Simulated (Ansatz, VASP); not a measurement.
# Y2ClO2F in two plane-wave programs

Wanted: the spread between two codes on one cell, functional and k mesh. The cell is generated by rule, not measured, and may not be a known phase. Of the first pair: The cell is taken from a series of runs on this material, whose earlier steps may have relaxed, scaled, displaced or heated it; both programs get it as it stands.

Program: Ansatz 0.2.0. Level of theory: plane waves, with VASP 6.6.1 beside it; relaxation of cell and atoms at PBEsol. Results are calculated unless marked as measured.

### Step 1. The structure

The structure is tetragonal, space group P-4m2 (No. 115). The conventional cell has a = 3.968 Å, b = 3.968 Å, c = 5.839 Å, α = 90.00°, β = 90.00°, γ = 90.00°. Nearest to Y lie 4 O at 2.26 Å and 2 F at 2.71 Å and 2 Cl at 2.71 Å. O has 4 Y at 2.26 Å nearest. F has 4 Y at 2.71 Å nearest. Cl has 4 Y at 2.71 Å nearest. Farther neighbours and most contacts between anions are not listed.

### Step 2. Ansatz: relaxation of cell and atoms, PBEsol, pair 1

Ansatz runs on its default PAW (the set named soft_2) files.

The relaxed volume is the usual yardstick between codes: in a stiff, nearly cubic crystal its relative difference is about their pressure difference at one cell divided by the bulk modulus.

Input file input.yaml:

```yaml
crystal:
  lattice:
    - [3.9678556729, 0.0, 0.0]
    - [0.0, 3.9678556729, 0.0]
    - [0.0, 0.0, 5.8386826923]
  atoms:
    - { symbol: "Y", position: [0.5, 0.0, 0.6847744398] }
    - { symbol: "Y", position: [0.0, 0.5, 0.3152255602] }
    - { symbol: O, position: [0.0, 0.0, 0.5] }
    - { symbol: O, position: [0.5, 0.5, 0.5] }
    - { symbol: F, position: [0.5, 0.5, 0.0] }
    - { symbol: Cl, position: [0.0, 0.0, 0.0] }
kpoints:
  mp_grid: { grid: [6, 6, 4] }
hamiltonian:
  xc: pbesol
scf:
  occupations: { method: fixed }
output:
  forces: true
  stress: true
  eigenvalues: true
relax:
  adjacent_minimum: "off"
  f_tol: 0.001
  max_steps: 60
  cell: { stress_tol: 0.01 }
```

Launch:

```console
> ansatz run input.yaml --threads 8 --pin off --max-ram 14336MiB --backend cpu --events-out ev --progress --plain --runs-dir out
```

Numbers of over 12 decimals in the logs are rounded to 6 here.

The program printed:

```text
Engine: ansatz 0.2.0, aarch64-unknown-linux-gnu
Pseudopotentials: kind: paw
Pseudopotential: Y, paw, valence charge 11, recommended cutoff 420 eV (normal), Y.paw.azcp
Pseudopotential: O, paw, valence charge 6, recommended cutoff 420 eV (normal), O.paw.azcp
Pseudopotential: F, paw, valence charge 7, recommended cutoff 420 eV (normal), F.paw.azcp
Pseudopotential: Cl, paw, valence charge 7, recommended cutoff 420 eV (normal), Cl.paw.azcp
Functional definition: PBEsol
  exchange = pbesol_x
  correlation = pbesol_c
Crystal: 6 atoms, lattice volume = 91.924 Å³
Basis set: ecut = 420 eV, 1803 PW (Γ), exchange–correlation on 54×54×80 points (8 copies of the dense FFT grid, shifted against one another)
Bands: 30, of which v1, the nominal top of the filled ones, is band 24 counted from 1 (23 counted from 0)
Symmetry: 8 space group operations
Space group: P-4m2 (ITA 115), of the structure as read, at distance tolerance 4.5e-5 Å
k-points: 30 of 144 (time reversal used)
Non-local potential: Y, projectors of the file, l = 0: 3, l = 1: 2, l = 2: 2, l = 3: 1
Non-local potential: O, projectors of the file, l = 0: 2, l = 1: 2, l = 2: 1
Non-local potential: F, projectors of the file, l = 0: 2, l = 1: 2, l = 2: 1
Non-local potential: Cl, projectors of the file, l = 0: 2, l = 1: 2, l = 2: 2
PAW form: soft (Blöchl's): semilocal exchange-correlation on the pseudo side does not see the compensation charge
PAW frozen core: Y, regenerated for the run's functional, and the local potential with it (the file was generated under x = pbe(κ = 0.804, μ = 0.219515), c = pbe(β = 0.066725))
PAW frozen core: O, regenerated for the run's functional, and the local potential with it (the file was generated under x = pbe(κ = 0.804, μ = 0.219515), c = pbe(β = 0.066725))
PAW frozen core: F, regenerated for the run's functional, and the local potential with it (the file was generated under x = pbe(κ = 0.804, μ = 0.219515), c = pbe(β = 0.066725))
PAW frozen core: Cl, regenerated for the run's functional, and the local potential with it (the file was generated under x = pbe(κ = 0.804, μ = 0.219515), c = pbe(β = 0.066725))
PAW one-centre angular grid: Y, 590 points (default); XC on 64 Gauss nodes
PAW one-centre angular grid: O, 110 points (default); XC on 64 Gauss nodes
PAW one-centre angular grid: F, 110 points (default); XC on 64 Gauss nodes
PAW one-centre angular grid: Cl, 110 points (default); XC on 64 Gauss nodes
Initial density: superposition of atomic densities (neutral atoms: chi_scale 0, normalization atom), corrected by the library's trained network
Initial wavefunctions: pseudopotential atomic-orbital guess
Functional: x = pbesol(κ = 0.804, μ = 0.123457), c = pbesol(β = 0.046)
SCF iter   1: F=—  HF=-10585.642977 eV  |F-HF|=—  |Δ(HF+E_count)|=         —  Δρ=1.41e-2  dr2=1.55e-1  ethr=1.77e-3  ⟨swp⟩=5.0  Hψ=3302  notcnv=0  defer=115
preconditioner: auto → Resta (q_TF=auto, 2.448 Å⁻¹)  ε∞=3.7  [insulator: Δε(μ)=4.863 eV  Ē_g=15.677 eV  n_scr=20 (ndim 8)  ℏωp=25.7 eV  f_vac=0.050  ε∞_Penn≈3.7]
SCF iter   2: F=—  HF=-10585.606574 eV  |F-HF|=—  |Δ(HF+E_count)|=   3.64e-2  Δρ=4.47e-3  dr2=1.24e-2  ethr=3.23e-4  ⟨swp⟩=2.0  Hψ=1651  notcnv=0  defer=117
SCF iter   3: F=—  HF=-10585.604155 eV  |F-HF|=—  |Δ(HF+E_count)|=   2.42e-3  Δρ=1.31e-3  dr2=1.46e-3  ethr=2.59e-5  ⟨swp⟩=2.0  Hψ=1364  notcnv=0  defer=119
SCF iter   4: F=—  HF=-10585.604281 eV  |F-HF|=—  |Δ(HF+E_count)|=   1.26e-4  Δρ=4.04e-4  dr2=1.36e-4  ethr=3.05e-6  ⟨swp⟩=2.0  Hψ=1303  notcnv=0  defer=120
SCF iter   5: F=—  HF=-10585.604325 eV  |F-HF|=—  |Δ(HF+E_count)|=   4.42e-5  Δρ=2.40e-4  dr2=4.42e-5  ethr=2.83e-7  ⟨swp⟩=2.0  Hψ=1512  notcnv=0  defer=54
SCF iter   6: F=—  HF=-10585.604269 eV  |F-HF|=—  |Δ(HF+E_count)|=   5.54e-5  Δρ=5.69e-5  dr2=2.67e-6  ethr=9.21e-8  ⟨swp⟩=2.0  Hψ=1291  notcnv=0  defer=45
SCF iter   7: F=—  HF=-10585.604274 eV  |F-HF|=—  |Δ(HF+E_count)|=   4.51e-6  Δρ=3.35e-5  dr2=8.71e-7  ethr=5.56e-9  ⟨swp⟩=2.0  Hψ=1293  notcnv=0  defer=45
SCF iter   8: F=-10585.604274 eV  HF=-10585.604274 eV  |F-HF|=1.49e-8  |Δ(HF+E_count)|=   6.25e-8  Δρ=1.07e-5  dr2=8.84e-8  ethr=2.08e-10  ⟨swp⟩=9.7  Hψ=4730  notcnv=0
SCF 1 converged in 8 iterations: F = -10585.604274 eV  dr2 = 8.84e-8
  greatest PAW one-centre occupation: 0.993 electrons in one spin orbital (limit 2), on the Y atom at site 1 (counted from 0), in its partial waves of l = 0
relax step   1: F+E_penalty+E_count = -10585.60427405 eV  Δ(F+E_penalty+E_count) = +0.000e0 eV  max|allowed force component| = 2.763e-4 eV/Å  Δτ_max = 0.0000 Å  P = +0.001 GPa  Ω = 91.924 Å³  (8 SCF iters, dr2 threshold 1.00e-7 eV, accepted)
Initial density: handed on by an earlier stage of this run
Initial wavefunctions: pseudopotential atomic-orbital guess (no wavefunctions were taken with the density)
iter 1 solved again at ethr=7.10e-8 eV; its pass at ethr=3.10e-3 eV (dr2=3.41e-5 eV) is discarded
SCF iter   1: F=—  HF=-10585.604329 eV  |F-HF|=—  |Δ(HF+E_count)|=         —  Δρ=1.14e-5  dr2=9.66e-8  ethr=7.10e-8  ⟨swp⟩=3.1  Hψ=5762  notcnv=0  defer=120
preconditioner: auto → Resta (q_TF=auto, 2.448 Å⁻¹)  ε∞=3.7  [insulator: Δε(μ)=5.030 eV  Ē_g=15.770 eV  n_scr=20 (ndim 8)  ℏωp=25.7 eV  f_vac=0.045  ε∞_Penn≈3.7]
SCF iter   2: F=—  HF=-10585.604274 eV  |F-HF|=—  |Δ(HF+E_count)|=   5.45e-5  Δρ=5.24e-6  dr2=2.67e-8  ethr=2.01e-10  ⟨swp⟩=2.0  Hψ=1569  notcnv=0  defer=101
SCF iter   3: F=—  HF=-10585.604274 eV  |F-HF|=—  |Δ(HF+E_count)|=   1.42e-8  Δρ=2.81e-6  dr2=9.86e-9  ethr=5.56e-11  ⟨swp⟩=2.0  Hψ=1204  notcnv=0  defer=101
SCF iter   4: F=—  HF=-10585.604274 eV  |F-HF|=—  |Δ(HF+E_count)|=   1.55e-8  Δρ=2.21e-6  dr2=4.01e-9  ethr=2.05e-11  ⟨swp⟩=2.0  Hψ=1211  notcnv=0  defer=101
SCF iter   5: F=—  HF=-10585.604274 eV  |F-HF|=—  |Δ(HF+E_count)|=   3.69e-9  Δρ=6.29e-7  dr2=3.23e-10  ethr=8.36e-12  ⟨swp⟩=2.0  Hψ=1225  notcnv=0  defer=101
SCF iter   6: F=—  HF=-10585.604274 eV  |F-HF|=—  |Δ(HF+E_count)|=  3.66e-10  Δρ=3.00e-7  dr2=4.48e-11  ethr=1.00e-12  ⟨swp⟩=2.4  Hψ=1337  notcnv=0  defer=101
SCF iter   7: F=—  HF=-10585.604274 eV  |F-HF|=—  |Δ(HF+E_count)|=  4.55e-11  Δρ=1.25e-7  dr2=9.62e-12  ethr=1.00e-12  ⟨swp⟩=1.0  Hψ=856  notcnv=0  defer=101
SCF iter   8: F=-10585.604274 eV  HF=-10585.604274 eV  |F-HF|=1.82e-12  |Δ(HF+E_count)|=    0.00e0  Δρ=5.09e-8  dr2=1.13e-12  ethr=1.00e-12  ⟨swp⟩=11.7  Hψ=4584  notcnv=0
SCF 2 converged in 8 iterations: F = -10585.604274 eV  dr2 = 1.13e-12
relax step   2: F+E_penalty+E_count = -10585.60427410 eV  Δ(F+E_penalty+E_count) = -4.533e-8 eV  max|allowed force component| = 2.518e-4 eV/Å  Δτ_max = 0.0000 Å  P = +0.001 GPa  Ω = 91.924 Å³  stress off target by 8.50e-3 GPa  SCF on the basis re-selected at this cell (its energy is not comparable with the rows above)  (8 SCF iters)
basis re-selected at this cell: Δ(F+E_penalty+E_count) = -4.533e-8 eV, ΔP = +0.000 GPa vs the last step (what re-selecting the basis moved, of the pressure what is left beyond the Pulay correction that the steps carried, after the strain that the cell walked since its last selection, with what the two solves' SCF thresholds leave and, on support functions, any second-order correction that the steps lacked; it is no m [...]
SCF converged after 8 iterations
Free energy (F): -10585.604274 eV
Harris-Foulkes:  -10585.604274 eV  (|F-HF|=1.82e-12)
Internal energy: -10585.604274 eV  (E = F + TS)
E sigma→0 (E₀):  -10585.604274 eV
Fermi energy:    7.264745 eV
--- Per-component energies (eV) ---
  E_band       = -217.556630
  E_kinetic    = 1332.059144
  E_local      = -2588.871266  (includes V_loc(G=0)·N_el)
  E_nonlocal   = 301.343078
  E_hartree    = 897.043159
  E_xc         = -678.936992
  E_vxc        = -813.013668  (∫ρ·V_xc dr)
  E_paw        = -6686.632414  (= ΣΔE_a)
  E_vpaw       = -243.167239  (= ΣTr[D̂ρ^β])
  E_aug_tail   = 0.006998  (compensation charges beyond the density's cutoff)
  E_ewald      = -3162.104977
  E_core_change = 0.488996  (= ΣΔE_core)
  E_smearing   = -0.000000  (= −TS)
  E_closure    = 0.000000  (closes the sum)
  Σ components = -10585.604274   (vs F -10585.604274, Δ=0.00e0)
--- Forces (eV/Å), atoms counted from 1 ---
  atom   1  Y      0.00000000     0.00000000    -0.00025177
  atom   2  Y      0.00000000     0.00000000     0.00025177
  atom   3  O     -0.00000000     0.00000000     0.00000000
  atom   4  O      0.00000000     0.00000000     0.00000000
  atom   5  F     -0.00000000     0.00000000     0.00000000
  atom   6  Cl     0.00000000     0.00000000     0.00000000
  max |Σ_I F_I| component: 8.57e-18 eV/Å
--- Stress (GPa, compression-positive) ---
       -0.002644       0.000000       0.000000
        0.000000      -0.002644       0.000000
        0.000000       0.000000       0.008504
  P = ⅓ Tr σ = 0.0011 GPa (0.011 kbar)
--- Band table (eV; the first three rows and the last of 30) ---
  k-point 0: bands = [... 20 lower, 6.6769, 7.0269, 7.0269, 7.2400, 12.6616, 12.6931, 12.7916, 13.2012, ... 2 higher]
  k-point 1: bands = [... 20 lower, 6.7525, 6.7525, 7.1049, 7.1049, 12.7362, 12.7492, 13.1985, 13.7081, ... 2 higher]
  k-point 2: bands = [... 20 lower, 6.8049, 6.8049, 7.1906, 7.1906, 12.8556, 12.8583, 13.6007, 14.2397, ... 2 higher]
  k-point 29: bands = [... 20 lower, 6.5896, 6.6630, 7.1645, 7.1645, 12.3991, 12.3991, 13.2944, 14.5126, ... 2 higher]
--- Relaxed structure (1 steps of the walk, 1 accepted, 1 SCFs on fresh bases) ---
  F+E_penalty+E_count = -10585.60427410 eV   max|allowed force component| = 2.518e-4 eV/Å   (the final SCF, on the basis selected at the relaxed cell)
  cell:  # Å, volume = 91.9235 Å³
    - [3.9678556729, 0.0, 0.0]
    - [0.0, 3.9678556729, 0.0]
    - [0.0, 0.0, 5.8386826923]
  atoms:
    - { symbol: Y, position: [0.5, 0.0, 0.684774] }
    - { symbol: Y, position: [0.0, 0.5, 0.3152255602] }
    - { symbol: O, position: [0.0, 0.0, 0.5] }
    - { symbol: O, position: [0.5, 0.5, 0.5] }
    - { symbol: F, position: [0.5, 0.5, 0.0] }
    - { symbol: Cl, position: [0.0, 0.0, 0.0] }
```

Reading the cycles: dr2 is the Hartree energy of the density residual (eV), the measure of convergence; HF is the Harris–Foulkes estimate of the energy, which meets the free energy F at convergence.

(Part 1 of 3 ends here.)

[Lines on the potential files, build, host, timing and source positions are cut from VASP's logs without a mark.]

[Logs are printed without paths, hosts, clocks, repeated set-up lines and the standing remarks that a program may print on its own settings, such as how far it seeks lower states.]

[Hosts, paths, dates, database ids (printed as entryN), source tags and the programs' standing remarks are cut or masked in the printed files.]
